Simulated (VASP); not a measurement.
Output of a VASP run:

### OUTCAR
```
 ion  position               nearest neighbor table
   1  0.000  0.278  0.667-   2 2.42   3 2.42
   2  0.722  0.722  0.000-   3 2.42   1 2.42
   3  0.278  0.000  0.333-   2 2.42   1 2.42
  LATTYP: Found a hexagonal cell.
 ALAT       =     3.5830241304
 C/A-ratio  =     1.4248594094
 Subroutine PRICEL returns:
 Original cell was already a primitive cell.
 Subroutine GETGRP returns: Found  6 space group operations
The static configuration has the point symmetry C_2 .
 The point group associated with its full space group is D_3 .
The dynamic configuration has the point symmetry C_2 .
 Subroutine INISYM returns: Found  6 space group operations
 Subroutine IBZKPT returns following result:
 Found     32 irreducible k-points:

 Following reciprocal coordinates:
            Coordinates               Weight
  0.000000  0.000000  0.000000      1.000000
  0.142857  0.000000  0.000000      6.000000
  0.285714 -0.000000  0.000000      6.000000
  0.428571 -0.000000  0.000000      6.000000
  0.142857  0.142857  0.000000      6.000000
  0.285714  0.142857  0.000000     12.000000
  0.428571  0.142857  0.000000      6.000000
  0.285714  0.285714  0.000000      6.000000
  0.000000  0.000000  0.200000      2.000000
  0.142857  0.000000  0.200000      6.000000
  0.000000  0.142857  0.200000      6.000000
  0.285714 -0.000000  0.200000      6.000000
 -0.000000  0.285714  0.200000      6.000000
  0.428571 -0.000000  0.200000      6.000000
 -0.000000  0.428571  0.200000      6.000000
  0.142857  0.142857  0.200000     12.000000
  0.285714  0.142857  0.200000     12.000000
 -0.142857  0.428571  0.200000     12.000000
  0.428571  0.142857  0.200000     12.000000
  0.285714  0.285714  0.200000     12.000000
  0.000000  0.000000  0.400000      2.000000
  0.142857  0.000000  0.400000      6.000000
  0.000000  0.142857  0.400000      6.000000
  0.285714 -0.000000  0.400000      6.000000
 -0.000000  0.285714  0.400000      6.000000
  0.428571 -0.000000  0.400000      6.000000
 -0.000000  0.428571  0.400000      6.000000
  0.142857  0.142857  0.400000     12.000000
  0.285714  0.142857  0.400000     12.000000
 -0.142857  0.428571  0.400000     12.000000
  0.428571  0.142857  0.400000     12.000000
  0.285714  0.285714  0.400000     12.000000
   k-points           NKPTS =     32   k-points in BZ     NKDIM =     32   number of bands    NBANDS=     13
   number of dos      NEDOS =    301   number of ions     NIONS =      3
   total plane-waves  NPLWV =  31360
   dimension x,y,z NGX =    28 NGY =   28 NGZ =   40
   dimension x,y,z NGXF=    56 NGYF=   56 NGZF=   80
   ions per type =               3
   PREC   = accura    normal or accurate (medium, high low for compatibility)
   ISTART =      0    job   : 0-new  1-cont  2-samecut
   ICHARG =      2    charge: 1-file 2-atom 10-const
   ISPIN  =      1    spin polarized calculation?
   LNONCOLLINEAR =      F non collinear calculations
   LSORBIT =      F    spin-orbit coupling
   INIWAV =      1    electr: 0-lowe 1-rand  2-diag
   ENCUT  =  500.0 eV  36.75 Ry    6.06 a.u.   6.53  6.53  9.31*2*pi/ulx,y,z
   NELM   =    100;   NELMIN=  2; NELMDL= -5     # of ELM steps
   EDIFF  = 0.1E-05   stopping-criterion for ELM
   LREAL  =      F    real-space projection
   NLSPLINE    = F    spline interpolate recip. space projectors
   LMAXMIX     =    4 max onsite mixed and CHGCAR
   VOSKOWN=      0    Vosko Wilk Nusair interpolation
   EDIFFG = -.2E-01   stopping-criterion for IOM
   NSW    =     40    number of steps for IOM
   NBLOCK =      1;   KBLOCK =     40    inner block; outer block
   IBRION =      2    ionic relax: 0-MD 1-quasi-New 2-CG
   NFREE  =      1    steps in history (QN), initial steepest desc. (CG)
   ISIF   =      3    stress and relaxation
   ISYM   =      2    0-nonsym 1-usesym 2-fastsym
   TEIN   =    0.0    initial temperature
   TEBEG  =    0.0;   TEEND  =   0.0 temperature during run
...
```

OSZICAR:
```
       N       E                     dE             d eps       ncg     rms          rms(c)
DAV:   1     0.499348655200E+02    0.49935E+02   -0.79479E+03   832   0.120E+03
DAV:   2    -0.402916017504E+02   -0.90226E+02   -0.86120E+02  1133   0.192E+02
DAV:   3    -0.453417951446E+02   -0.50502E+01   -0.49461E+01  1037   0.500E+01
DAV:   4    -0.453809754729E+02   -0.39180E-01   -0.39129E-01   917   0.499E+00
DAV:   5    -0.453812334456E+02   -0.25797E-03   -0.25796E-03  1007   0.375E-01    0.939E+00
DAV:   6    -0.421018502877E+02    0.32794E+01   -0.35355E-01   832   0.610E+00    0.671E+00
DAV:   7    -0.399595102658E+02    0.21423E+01   -0.14131E+00   857   0.887E+00    0.347E+00
DAV:   8    -0.415959431633E+02   -0.16364E+01   -0.50806E-01   832   0.609E+00    0.775E-01
DAV:   9    -0.418101167439E+02   -0.21417E+00   -0.75667E-02   907   0.229E+00    0.459E-01
DAV:  10    -0.418427598652E+02   -0.32643E-01   -0.53571E-02   837   0.242E+00    0.252E-01
DAV:  11    -0.418343033651E+02    0.84565E-02   -0.48883E-03   837   0.708E-01    0.124E-01
DAV:  12    -0.418517052492E+02   -0.17402E-01   -0.35393E-03   842   0.543E-01    0.323E-02
DAV:  13    -0.418548247742E+02   -0.31195E-02   -0.29278E-03   832   0.557E-01    0.595E-02
DAV:  14    -0.418551107323E+02   -0.28596E-03   -0.10663E-04   892   0.977E-02    0.320E-02
DAV:  15    -0.418553706852E+02   -0.25995E-03   -0.22976E-04   882   0.123E-01    0.111E-02
DAV:  16    -0.418553825050E+02   -0.11820E-04   -0.21373E-05   862   0.465E-02    0.999E-03
DAV:  17    -0.418553878861E+02   -0.53811E-05   -0.11264E-05   867   0.255E-02    0.457E-03
DAV:  18    -0.418553844145E+02    0.34717E-05   -0.29965E-06   660   0.147E-02    0.223E-03
DAV:  19    -0.418553859100E+02   -0.14955E-05   -0.37979E-07   426   0.721E-03    0.124E-03
DAV:  20    -0.418553856996E+02    0.21036E-06   -0.18820E-08   416   0.121E-03
   1 F= -.34769873E+02 E0= -.34769873E+02  d E =-.347699E+02
```

OUTCAR:
```
------------------------ aborting loop because EDIFF is reached ----------------------------------------
  FORCE on cell =-STRESS in cart. coord.  units (eV):
  Direction    XX          YY          ZZ          XY          YZ          ZX
  --------------------------------------------------------------------------------------
  Total        7.0928266      7.0928262      7.0712695      0.0000000     -0.0000000      0.0000000
  in kB      200.2064546    200.2064437    199.5979691      0.0000000     -0.0000000      0.0000000
  external PRESSURE =       0.0036225 kB  Pullay stress =     200.0000000 kB
  volume of cell :       56.76
      direct lattice vectors                 reciprocal lattice vectors
     1.791512102 -3.102989898  0.000000000     0.279093845 -0.161134911  0.000000000
     1.791512102  3.102989898  0.000000000     0.279093845  0.161134911  0.000000000
     0.000000000  0.000000000  5.105305646     0.000000000  0.000000000  0.195874658
 POSITION                                       TOTAL-FORCE (eV/Angst)
 -----------------------------------------------------------------------------------
      0.49854      0.86349      3.40354         0.004871      0.008437     -0.000000
      2.58595      0.00000      0.00000        -0.009742     -0.000000     -0.000000
      0.49854     -0.86349      1.70177         0.004871     -0.008437      0.000000
 -----------------------------------------------------------------------------------
    total drift:                               -0.000250     -0.000423      0.000012
  FREE ENERGIE OF THE ION-ELECTRON SYSTEM (eV)
  ---------------------------------------------------
  free  energy   TOTEN  =       -41.8553856996 eV

  energy  without entropy=      -41.8553856996  energy(sigma->0) =      -41.85538570
  enthalpy is  TOTEN    =       -34.7698732643 eV   P V=        7.0855124353

 reached required accuracy - stopping structural energy minimisation
```
(Selected blocks of OUTCAR.)

POSCAR:
```
Se
1
    1.7915121018    -3.1029898982     0.0000000000
    1.7915121018     3.1029898982    -0.0000000000
    0.0000000000     0.0000000000     5.1053056463
Se
3
Direct
  1.0000000000   0.2782766914   0.6666670000
  0.7217233086   0.7217233086   0.0000000000
  0.2782766914   1.0000000000   0.3333330000
```

Task: Write an INCAR and KPOINTS that could have produced this output.

Result: This is not unique; one that fits is the input of the run itself, r2SCAN meta-GGA, plane waves, VASP's PBE PAW potentials (set 64).

INCAR:
```
SYSTEM = Se
PREC = Accurate
ENCUT = 500
EDIFF = 1E-6
NELM = 100
ALGO = Normal
LREAL = .FALSE.
LASPH = .TRUE.
ISMEAR = 0
SIGMA = 0.05
METAGGA = R2SCAN
LMIXTAU = .TRUE.
LMAXMIX = 4
LWAVE = .FALSE.
LCHARG = .FALSE.
IBRION = 2
ISIF = 3
NSW = 40
EDIFFG = -0.02
PSTRESS = 200
```

**KPOINTS**
```
Automatic mesh
0
Gamma
7 7 5
0 0 0
```

POTCAR, in this order: Se (PBE.64 set). Program: vasp_std.

The compound is Se in the trig structure. It was relaxed first under an external pressure of 20 GPa.
